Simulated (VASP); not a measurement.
Computed with PBE GGA, VASP's PBE PAW potentials (set 64) (plane waves; VASP).

Input for VASP

### KPOINTS
```
Automatic mesh
0
Gamma
3 7 7
0 0 0
```

**INCAR**
```
ALGO  =  Normal
EDIFF  =  1E-09
ENCUT  =  420
GGA  =  PE
ISIF  =  2
ISMEAR  =  0
LASPH  =  .TRUE.
LCHARG  =  .FALSE.
LMAXMIX  =  4
LREAL  =  .FALSE.
LWAVE  =  .FALSE.
NELM  =  100
PREC  =  Accurate
SIGMA  =  0.05
SYSTEM  =  SnSe
```

**POSCAR**
```
SnSe
1
   11.6679590000     0.0000000000     0.0000000000
    0.0000000000     4.1274880000     0.0000000000
    0.0000000000     0.0000000000     4.7023200000
Sn Se
4 4
Direct
  0.6187900000   0.7500000000   0.3765500000
  0.3812100000   0.2500000000   0.6234500000
  0.8812100000   0.2500000000   0.8765500000
  0.1187900000   0.7500000000   0.1234500000
  0.1485500000   0.2500000000   0.5091800000
  0.8514500000   0.7500000000   0.4908200000
  0.3514500000   0.7500000000   0.0091800000
  0.6485500000   0.2500000000   0.9908200000
```

POTCAR, in this order: Sn_d Se (PBE.64 set). Program: vasp_std.

Output of the run:

File OUTCAR:
```
 ion  position               nearest neighbor table
   1  0.619  0.750  0.377-   6 2.77   8 2.77   8 2.77   2 3.65   2 3.65
   2  0.381  0.250  0.623-   5 2.77   7 2.77   7 2.77   1 3.65   1 3.65
   3  0.881  0.250  0.877-   8 2.77   6 2.77   6 2.77   4 3.65   4 3.65
   4  0.119  0.750  0.123-   7 2.77   5 2.77   5 2.77   3 3.65   3 3.65
   5  0.149  0.250  0.509-   2 2.77   4 2.77   4 2.77
   6  0.851  0.750  0.491-   1 2.77   3 2.77   3 2.77
   7  0.351  0.750  0.009-   4 2.77   2 2.77   2 2.77
   8  0.649  0.250  0.991-   3 2.77   1 2.77   1 2.77
  LATTYP: Found a simple orthorhombic cell.
 ALAT       =     4.1274880000
 B/A-ratio  =     1.1392692117
 C/A-ratio  =     2.8268910776
 Subroutine PRICEL returns:
 Original cell was already a primitive cell.
 Subroutine GETGRP returns: Found  8 space group operations
The static configuration has the point symmetry S_2 .
 The point group associated with its full space group is D_2h.
The dynamic configuration has the point symmetry S_2 .
 Subroutine INISYM returns: Found  8 space group operations
 Subroutine IBZKPT returns following result:
 Found     32 irreducible k-points:

 Following reciprocal coordinates:
            Coordinates               Weight
...
```

**OSZICAR**
```
       N       E                     dE             d eps       ncg     rms          rms(c)
DAV:   1     0.805604567417E+03    0.80560E+03   -0.33173E+04  3312   0.185E+03
DAV:   2     0.992288061161E+02   -0.70638E+03   -0.68719E+03  3112   0.555E+02
DAV:   3    -0.257267701991E+02   -0.12496E+03   -0.12056E+03  3688   0.192E+02
DAV:   4    -0.333516261074E+02   -0.76249E+01   -0.75198E+01  3576   0.496E+01
DAV:   5    -0.336091763932E+02   -0.25755E+00   -0.25695E+00  3632   0.979E+00    0.643E+00
DAV:   6    -0.328488518779E+02    0.76032E+00   -0.15569E+00  4256   0.585E+00    0.404E+00
DAV:   7    -0.328443887379E+02    0.44631E-02   -0.58235E-01  3864   0.262E+00    0.160E+00
DAV:   8    -0.328430324997E+02    0.13562E-02   -0.54888E-02  4064   0.151E+00    0.336E-01
DAV:   9    -0.328434752415E+02   -0.44274E-03   -0.79419E-03  3680   0.590E-01    0.114E-01
DAV:  10    -0.328436417752E+02   -0.16653E-03   -0.84176E-04  3720   0.138E-01    0.611E-02
DAV:  11    -0.328437199320E+02   -0.78157E-04   -0.24766E-04  3992   0.863E-02    0.193E-02
DAV:  12    -0.328437079074E+02    0.12025E-04   -0.40789E-05  3936   0.336E-02    0.647E-03
DAV:  13    -0.328437093304E+02   -0.14229E-05   -0.64601E-06  3952   0.115E-02    0.202E-03
DAV:  14    -0.328437094301E+02   -0.99788E-07   -0.38167E-07  3928   0.381E-03    0.111E-03
DAV:  15    -0.328437091726E+02    0.25758E-06   -0.12118E-07  4008   0.172E-03    0.340E-04
DAV:  16    -0.328437091998E+02   -0.27216E-07   -0.20798E-08  3296   0.595E-04    0.297E-04
DAV:  17    -0.328437092084E+02   -0.86347E-08   -0.35469E-09  2832   0.282E-04    0.762E-05
DAV:  18    -0.328437092164E+02   -0.80290E-08   -0.67424E-10  2176   0.131E-04    0.143E-05
DAV:  19    -0.328437092151E+02    0.12969E-08   -0.22995E-10  2056   0.887E-05    0.628E-06
DAV:  20    -0.328437092165E+02   -0.14079E-08   -0.78669E-11  2040   0.573E-05    0.760E-06
DAV:  21    -0.328437092156E+02    0.92587E-09   -0.29459E-11  1960   0.341E-05
   1 F= -.32843709E+02 E0= -.32843709E+02  d E =-.124154E-14
```

### OUTCAR
```
------------------------ aborting loop because EDIFF is reached ----------------------------------------
  FORCE on cell =-STRESS in cart. coord.  units (eV):
  Direction    XX          YY          ZZ          XY          YZ          ZX
  --------------------------------------------------------------------------------------
  Total        1.4635027      1.8310862      1.2454044      0.0000000      0.0000000      0.0000000
  in kB       10.3540728     12.9546740      8.8110588      0.0000000      0.0000000      0.0000000
  external PRESSURE =      10.7066019 kB  Pullay stress =       0.0000000 kB
  volume of cell :      226.46
      direct lattice vectors                 reciprocal lattice vectors
    11.667959000  0.000000000  0.000000000     0.085704792  0.000000000  0.000000000
     0.000000000  4.127488000  0.000000000     0.000000000  0.242278112  0.000000000
     0.000000000  0.000000000  4.702320000     0.000000000  0.000000000  0.212660984
 POSITION                                       TOTAL-FORCE (eV/Angst)
 -----------------------------------------------------------------------------------
      7.22002      3.09562      1.77066        -0.143134      0.000000      0.159653
      4.44794      1.03187      2.93166         0.143134     -0.000000     -0.159653
     10.28192      1.03187      4.12182         0.143134      0.000000      0.159653
      1.38604      3.09562      0.58050        -0.143134     -0.000000     -0.159653
      1.73328      1.03187      2.39433        -0.124130      0.000000      0.180069
      9.93468      3.09562      2.30799         0.124130     -0.000000     -0.180069
      4.10070      3.09562      0.04317         0.124130     -0.000000      0.180069
      7.56725      1.03187      4.65915        -0.124130      0.000000     -0.180069
 -----------------------------------------------------------------------------------
    total drift:                                0.000000      0.000000     -0.000000
  FREE ENERGIE OF THE ION-ELECTRON SYSTEM (eV)
  ---------------------------------------------------
  free  energy   TOTEN  =       -32.8437092156 eV

  energy  without entropy=      -32.8437092156  energy(sigma->0) =      -32.84370922
```
(Selected blocks of OUTCAR.)

The structure comes from a computed database's SnSe entry; how it stands against other phases isn't given here. The cell was not relaxed at this level. The run is one of a series of settings (EDIFF = 1E-09, ENCUT = 420, KPOINTS 3×7×7 Γ-centred mesh against the base run), some of them coarse on purpose.
